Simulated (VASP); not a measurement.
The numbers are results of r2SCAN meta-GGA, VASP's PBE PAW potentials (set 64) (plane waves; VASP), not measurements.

The input files of a VASP run:

POSCAR:
```
CdTe
1
    0.0000000000     3.2400000000     3.2400000000
    3.2400000000     0.0000000000     3.2400000000
    3.2400000000     3.2400000000     0.0000000000
Cd Te
1 1
Direct
  0.0000000000   0.0000000000   0.0000000000
  0.2500000000   0.2500000000   0.2500000000
```

### INCAR
```
! general
SYSTEM  = CdTe
PREC    = Accurate
ENCUT   = 520
LREAL   = F
LASPH   = T

! electronic loop
EDIFF   = 1E-6
NELM    = 100
ALGO    = Normal
LMAXMIX = 4
LMIXTAU = T

! smearing
ISMEAR  = 0
SIGMA   = 0.05

! functional
METAGGA = R2SCAN

! ions
IBRION  = 2
NSW     = 60
ISIF    = 3
EDIFFG  = -0.01

! output
LWAVE   = F
LCHARG  = F
```

**KPOINTS**
```
Automatic mesh
0
Gamma
 6 6 6
0 0 0
```

POTCAR, in this order: Cd Te (PBE.64 set). Program: vasp_std.

The resulting files:

File OSZICAR:
```
       N       E                     dE             d eps       ncg     rms          rms(c)
DAV:   1     0.615184002322E+02    0.61518E+02   -0.86683E+03   424   0.123E+03
DAV:   2    -0.470367052198E+02   -0.10856E+03   -0.10499E+03   471   0.283E+02
DAV:   3    -0.511592012104E+02   -0.41225E+01   -0.41169E+01   506   0.588E+01
DAV:   4    -0.511910942707E+02   -0.31893E-01   -0.31891E-01   576   0.479E+00
DAV:   5    -0.511912710384E+02   -0.17677E-03   -0.17677E-03   481   0.272E-01    0.579E+00
DAV:   6    -0.468149760762E+02    0.43763E+01   -0.32538E+00   416   0.273E+01    0.722E+00
DAV:   7    -0.466299848122E+02    0.18499E+00   -0.22869E-01   416   0.634E+00    0.462E+00
DAV:   8    -0.467085888882E+02   -0.78604E-01   -0.20564E-01   431   0.472E+00    0.101E+00
DAV:   9    -0.465598457494E+02    0.14874E+00   -0.23028E-01   416   0.453E+00    0.545E-01
DAV:  10    -0.466119063640E+02   -0.52061E-01   -0.34359E-02   416   0.175E+00    0.337E-01
DAV:  11    -0.466252373897E+02   -0.13331E-01   -0.10706E-02   416   0.111E+00    0.630E-02
DAV:  12    -0.466259869222E+02   -0.74953E-03   -0.51240E-04   466   0.248E-01    0.642E-02
DAV:  13    -0.466261906333E+02   -0.20371E-03   -0.43250E-03   416   0.636E-01    0.538E-02
DAV:  14    -0.466253932182E+02    0.79742E-03   -0.69947E-04   456   0.235E-01    0.413E-02
DAV:  15    -0.466267364768E+02   -0.13433E-02   -0.32912E-04   416   0.161E-01    0.376E-02
DAV:  16    -0.466272692232E+02   -0.53275E-03   -0.87082E-05   436   0.921E-02    0.211E-02
DAV:  17    -0.466276665157E+02   -0.39729E-03   -0.29693E-04   416   0.162E-01    0.330E-03
DAV:  18    -0.466276722491E+02   -0.57334E-05   -0.14664E-05   486   0.302E-02    0.869E-03
DAV:  19    -0.466276720184E+02    0.23073E-06   -0.12058E-06   308   0.995E-03
   1 F= -.46627672E+02 E0= -.46627672E+02  d E =-.466277E+02
       N       E                     dE             d eps       ncg     rms          rms(c)
DAV:   1    -0.470424503787E+02   -0.41478E+00   -0.93330E+00   451   0.416E+01    0.577E+00
DAV:   2    -0.466678899307E+02    0.37456E+00   -0.94099E-01   426   0.161E+01    0.187E+00
DAV:   3    -0.466442384485E+02    0.23651E-01   -0.84518E-02   421   0.388E+00    0.169E+00
DAV:   4    -0.466039478650E+02    0.40291E-01   -0.63960E-02   416   0.249E+00    0.360E-01
DAV:   5    -0.466395805563E+02   -0.35633E-01   -0.22146E-02   416   0.165E+00    0.198E-01
DAV:   6    -0.466387542076E+02    0.82635E-03   -0.12074E-03   416   0.368E-01    0.179E-01
DAV:   7    -0.466395191056E+02   -0.76490E-03   -0.10871E-03   416   0.392E-01    0.255E-02
DAV:   8    -0.466394975462E+02    0.21559E-04   -0.45417E-04   426   0.254E-01    0.304E-02
DAV:   9    -0.466396609498E+02   -0.16340E-03   -0.16921E-04   436   0.170E-01    0.111E-02
DAV:  10    -0.466396850908E+02   -0.24141E-04   -0.58298E-05   416   0.115E-01    0.101E-02
DAV:  11    -0.466397150669E+02   -0.29976E-04   -0.13388E-05   416   0.613E-02    0.398E-03
DAV:  12    -0.466397165561E+02   -0.14892E-05   -0.37085E-07   233   0.107E-02    0.315E-03
DAV:  13    -0.466397165517E+02    0.43547E-08   -0.40513E-07   208   0.634E-03
   2 F= -.46639717E+02 E0= -.46639717E+02  d E =-.120445E-01
       N       E                     dE             d eps       ncg     rms          rms(c)
DAV:   1    -0.466692129392E+02   -0.29496E-01   -0.62231E-01   456   0.104E+01    0.130E+00
DAV:   2    -0.466429733566E+02    0.26240E-01   -0.73251E-02   421   0.427E+00    0.419E-01
DAV:   3    -0.466413096097E+02    0.16637E-02   -0.53851E-03   426   0.940E-01    0.351E-01
DAV:   4    -0.466387515803E+02    0.25580E-02   -0.46660E-03   416   0.675E-01    0.785E-02
DAV:   5    -0.466411705069E+02   -0.24189E-02   -0.20277E-03   416   0.511E-01    0.519E-02
DAV:   6    -0.466408297542E+02    0.34075E-03   -0.59838E-04   416   0.270E-01    0.339E-02
DAV:   7    -0.466412635181E+02   -0.43376E-03   -0.31935E-04   416   0.209E-01    0.808E-03
DAV:   8    -0.466412528295E+02    0.10689E-04   -0.30926E-05   416   0.663E-02    0.585E-03
DAV:   9    -0.466412710488E+02   -0.18219E-04   -0.18651E-05   436   0.530E-02    0.122E-03
DAV:  10    -0.466412739214E+02   -0.28726E-05   -0.11972E-06   288   0.143E-02    0.132E-03
DAV:  11    -0.466412739690E+02   -0.47545E-07   -0.48798E-08   208   0.217E-03
   3 F= -.46641274E+02 E0= -.46641274E+02  d E =-.136020E-01
```

OUTCAR:
```
------------------------ aborting loop because EDIFF is reached ----------------------------------------
  FORCE on cell =-STRESS in cart. coord.  units (eV):
  Direction    XX          YY          ZZ          XY          YZ          ZX
  --------------------------------------------------------------------------------------
  Total        0.0027585      0.0027585      0.0027585     -0.0000000      0.0000000      0.0000000
  in kB        0.0625248      0.0625248      0.0625248     -0.0000000      0.0000000      0.0000000
  external PRESSURE =       0.0625248 kB  Pullay stress =       0.0000000 kB
  volume of cell :       70.69
      direct lattice vectors                 reciprocal lattice vectors
    -0.000000000  3.281714501  3.281714501    -0.152359384  0.152359384  0.152359384
     3.281714501  0.000000000  3.281714501     0.152359384 -0.152359384  0.152359384
     3.281714501  3.281714501  0.000000000     0.152359384  0.152359384 -0.152359384
  FREE ENERGIE OF THE ION-ELECTRON SYSTEM (eV)
  ---------------------------------------------------
  free  energy   TOTEN  =       -46.6412739690 eV

  energy  without entropy=      -46.6412739690  energy(sigma->0) =      -46.64127397

 reached required accuracy - stopping structural energy minimisation
```
(Selected blocks of OUTCAR.)

**CONTCAR**
```
CdTe
   1.00000000000000
    -0.0000000000000000    3.2817145012540929    3.2817145012540929
     3.2817145012540929    0.0000000000000000    3.2817145012540929
     3.2817145012540929    3.2817145012540929    0.0000000000000000
  Cd              Te
     1     1
Direct
     0.0000000000000000    0.0000000000000000    0.0000000000000000
     0.2500000000000000    0.2500000000000000    0.2500000000000000
```

Energy and stress use the plane-wave basis of the starting cell.

The compound is CdTe in the zinc blende structure. This run relaxes it. Symmetry was kept, so distortions that lower it aren't found.
